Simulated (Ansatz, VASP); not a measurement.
# One calculation of Si, two programs

The input INCAR:

```
ALGO     = Normal         # electronic algorithm
EDIFF    = 1E-7           # SCF threshold, eV
ENCUT    = 520            # plane-wave cutoff, eV
ISIF     = 2              # what is computed and relaxed
ISMEAR   = 0              # smearing method
LASPH    = T              # aspherical terms in the spheres
LCHARG   = T              # write CHGCAR
LELF     = T              # ELF
LREAL    = F              # projectors in reciprocal space
LVHAR    = T            
LWAVE    = F              # write WAVECAR
NBANDS   = 11             # bands
NELM     = 100            # most SCF steps
PREC     = Accurate       # precision mode
SIGMA    = 0.05           # smearing width, eV
```

KPOINTS

```
k-points
0
Gamma
  12 12 12
```

File POSCAR:

```
Si
1.0
    0.0000000000      2.7154700000      2.9870170000
    2.7154700000      0.0000000000      2.9870170000
    2.7154700000      2.7154700000      0.0000000000
Si
2
Direct
    0.5000000000      0.5000000000      0.5000000000
    0.7500000000      0.7500000000      0.7500000000
```

Input for Ansatz:

```yaml
crystal:
  lattice:
    - [0.0, 2.71547, 2.987017]
    - [2.71547, 0.0, 2.987017]
    - [2.71547, 2.71547, 0.0]
  atoms:
    - { symbol: Si, position: [0.5, 0.5, 0.5] }
    - { symbol: Si, position: [0.75, 0.75, 0.75] }
basis:
  ecutwfc: 420
kpoints:
  mp_grid: { grid: [12, 12, 12] }
hamiltonian:
  xc: lda
scf:
  occupations: { method: gaussian, width: 0.05 }
output:
  forces: true
  stress: true
  eigenvalues: true
```

Change from the starting cell: strain +0.1000 x Voigt [0, 0, 1, 0, 0, 0], atoms carried along.

Alike in both runs: task single point; functional LDA; k mesh 12 × 12 × 12; occupations gaussian, width 0.05 eV; no spin polarisation.

|  | VASP | Ansatz |
| --- | --- | --- |
| version | VASP 6.6.1 | Ansatz 0.2.0 |
| potentials or method | VASP PAW LDA potentials, release 64 (Si) | scalar-relativistic, plane waves, PAW |
| plane-wave cutoff (eV) | 520 | 420 |
| valence electrons in the cell | 8 | 8 |

```csv
,VASP,Ansatz,Ansatz less VASP
gap on the k mesh at the Fermi level (eV),0.12,0.12,+0.001
least direct gap on the mesh (eV),1.51,1.50,-0.008
pressure (GPa),-8.5,-8.5,-0.01
largest component of the traceless stress (GPa),6.75,6.75,-0.006
```
